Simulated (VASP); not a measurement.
Calculation: RPBE GGA, VASP's PBE PAW potentials (set 64) (plane waves; VASP 6.6.1).

Input for VASP

**INCAR**
```
ISIF = 3   # ions, shape and volume
PREC = Accurate
EDIFFG = -0.01   # ionic stop
LWAVE = F
LASPH = T
LREAL = F
GGA = RP
ENCUT = 520   # plane-wave cut-off (eV)
SIGMA = 0.05   # width (eV)
ISMEAR = 0   # Gaussian
ALGO = Normal
LCHARG = F
EDIFF = 1E-6   # SCF stop (eV)
NSW = 60   # most ionic steps
NELM = 100
SYSTEM = C
IBRION = 2   # conjugate gradients
```

POSCAR:
```
C
1
    0.0000000000     1.7835000000     1.7835000000
    1.7835000000     0.0000000000     1.7835000000
    1.7835000000     1.7835000000     0.0000000000
C
2
Direct
  0.0000000000   0.0000000000   0.0000000000
  0.2500000000   0.2500000000   0.2500000000
```

### KPOINTS
```
Automatic mesh
0
Gamma
11 11 11
0 0 0
```

POTCAR, in this order: C (PBE.64 set). Program: vasp_std.

Output

### OUTCAR
```
 ion  position               nearest neighbor table
   1  0.000  0.000  0.000-   2 1.54   2 1.54   2 1.54   2 1.54
   2  0.250  0.250  0.250-   1 1.54   1 1.54   1 1.54   1 1.54
  LATTYP: Found a face centered cubic cell.
 ALAT       =     3.5670000000
 Subroutine PRICEL returns:
 Original cell was already a primitive cell.
 Subroutine GETGRP returns: Found 48 space group operations
The static configuration has the point symmetry T_d .
 The point group associated with its full space group is O_h .
The dynamic configuration has the point symmetry T_d .
 Subroutine INISYM returns: Found 48 space group operations
 Subroutine IBZKPT returns following result:
 Found     56 irreducible k-points:

 Following reciprocal coordinates:
            Coordinates               Weight
  0.000000  0.000000  0.000000      1.000000
  0.090909  0.000000  0.000000      8.000000
  0.181818  0.000000  0.000000      8.000000
  0.272727  0.000000  0.000000      8.000000
  0.363636  0.000000  0.000000      8.000000
  0.454545  0.000000  0.000000      8.000000
  0.090909  0.090909  0.000000      6.000000
  0.181818  0.090909  0.000000     24.000000
  0.272727  0.090909  0.000000     24.000000
  0.363636  0.090909  0.000000     24.000000
  0.454545  0.090909  0.000000     24.000000
 -0.454545  0.090909  0.000000     24.000000
 -0.363636  0.090909  0.000000     24.000000
 -0.272727  0.090909  0.000000     24.000000
 -0.181818  0.090909  0.000000     24.000000
 -0.090909  0.090909  0.000000     12.000000
  0.181818  0.181818  0.000000      6.000000
  0.272727  0.181818  0.000000     24.000000
  0.363636  0.181818  0.000000     24.000000
  0.454545  0.181818  0.000000     24.000000
 -0.454545  0.181818  0.000000     24.000000
 -0.363636  0.181818  0.000000     24.000000
 -0.272727  0.181818  0.000000     24.000000
...
```

File OSZICAR:
```
       N       E                     dE             d eps       ncg     rms          rms(c)
DAV:   1    -0.179705132965E+01   -0.17971E+01   -0.49832E+03   936   0.983E+02
DAV:   2    -0.176998556527E+02   -0.15903E+02   -0.15546E+02  1432   0.108E+02
DAV:   3    -0.177917504226E+02   -0.91895E-01   -0.91895E-01   912   0.106E+01
DAV:   4    -0.177918977373E+02   -0.14731E-03   -0.14731E-03  1320   0.442E-01
DAV:   5    -0.177918977679E+02   -0.30680E-07   -0.30680E-07   936   0.477E-03    0.570E+00
DAV:   6    -0.173655492320E+02    0.42635E+00   -0.31594E-01   920   0.452E+00    0.347E+00
DAV:   7    -0.172261876626E+02    0.13936E+00   -0.35104E-01  1080   0.497E+00    0.752E-01
DAV:   8    -0.172285936568E+02   -0.24060E-02   -0.29261E-03   960   0.595E-01    0.626E-02
DAV:   9    -0.172286427140E+02   -0.49057E-04   -0.29078E-04  1320   0.152E-01    0.326E-02
DAV:  10    -0.172286667792E+02   -0.24065E-04   -0.34664E-05   904   0.691E-02    0.618E-03
DAV:  11    -0.172286666292E+02    0.14999E-06   -0.20309E-07   936   0.516E-03
   1 F= -.17228667E+02 E0= -.17228667E+02  d E =-.172287E+02
       N       E                     dE             d eps       ncg     rms          rms(c)
DAV:   1    -0.172342632170E+02   -0.55964E-02   -0.55632E-01  1056   0.761E+00    0.668E-01
DAV:   2    -0.172286154812E+02    0.56477E-02   -0.44917E-03   984   0.659E-01    0.348E-01
DAV:   3    -0.172262930142E+02    0.23225E-02   -0.46512E-03   968   0.548E-01    0.616E-02
DAV:   4    -0.172262901752E+02    0.28390E-05   -0.79798E-06   896   0.401E-02    0.528E-02
DAV:   5    -0.172262820123E+02    0.81629E-05   -0.34681E-06  1048   0.250E-02    0.207E-03
DAV:   6    -0.172262818548E+02    0.15748E-06   -0.49105E-08   448   0.272E-03
   2 F= -.17226282E+02 E0= -.17226282E+02  d E =0.238477E-02
       N       E                     dE             d eps       ncg     rms          rms(c)
DAV:   1    -0.172367650049E+02   -0.10483E-01   -0.16916E-01  1088   0.425E+00    0.373E-01
DAV:   2    -0.172350736402E+02    0.16914E-02   -0.13227E-03   976   0.358E-01    0.192E-01
DAV:   3    -0.172343858917E+02    0.68775E-03   -0.13899E-03   968   0.301E-01    0.351E-02
DAV:   4    -0.172343854660E+02    0.42567E-06   -0.24529E-06   904   0.215E-02
   3 F= -.17234385E+02 E0= -.17234385E+02  d E =-.571884E-02
```

**OUTCAR**
```
------------------------ aborting loop because EDIFF is reached ----------------------------------------
  FORCE on cell =-STRESS in cart. coord.  units (eV):
  Direction    XX          YY          ZZ          XY          YZ          ZX
  --------------------------------------------------------------------------------------
  Total       -0.0019331     -0.0019331     -0.0019331     -0.0000000      0.0000000     -0.0000000
  in kB       -0.2677168     -0.2677168     -0.2677168     -0.0000000      0.0000000     -0.0000000
  external PRESSURE =      -0.2677168 kB  Pullay stress =       0.0000000 kB
  volume of cell :       11.57
      direct lattice vectors                 reciprocal lattice vectors
     0.000000000  1.795105340  1.795105340    -0.278535186  0.278535186  0.278535186
     1.795105340 -0.000000000  1.795105340     0.278535186 -0.278535186  0.278535186
     1.795105340  1.795105340 -0.000000000     0.278535186  0.278535186 -0.278535186
 POSITION                                       TOTAL-FORCE (eV/Angst)
 -----------------------------------------------------------------------------------
      0.00000      0.00000      0.00000         0.000000      0.000000     -0.000000
      0.89755      0.89755      0.89755        -0.000000     -0.000000      0.000000
 -----------------------------------------------------------------------------------
    total drift:                                0.000000      0.000000      0.000000
  FREE ENERGIE OF THE ION-ELECTRON SYSTEM (eV)
  ---------------------------------------------------
  free  energy   TOTEN  =       -17.2343854660 eV

  energy  without entropy=      -17.2343854660  energy(sigma->0) =      -17.23438547

 reached required accuracy - stopping structural energy minimisation
```
(Selected blocks of OUTCAR.)

### CONTCAR
```
C
   1.00000000000000
     0.0000000000000000    1.7951053402985211    1.7951053402985211
     1.7951053402985211   -0.0000000000000000    1.7951053402985211
     1.7951053402985211    1.7951053402985211   -0.0000000000000000
  C
     2
Direct
     0.0000000000000000    0.0000000000000000    0.0000000000000000
     0.2500000000000000    0.2500000000000000    0.2500000000000000
```

The compound is C in the diamond structure. This run relaxes it. Symmetry was kept, so distortions that lower it aren't found.
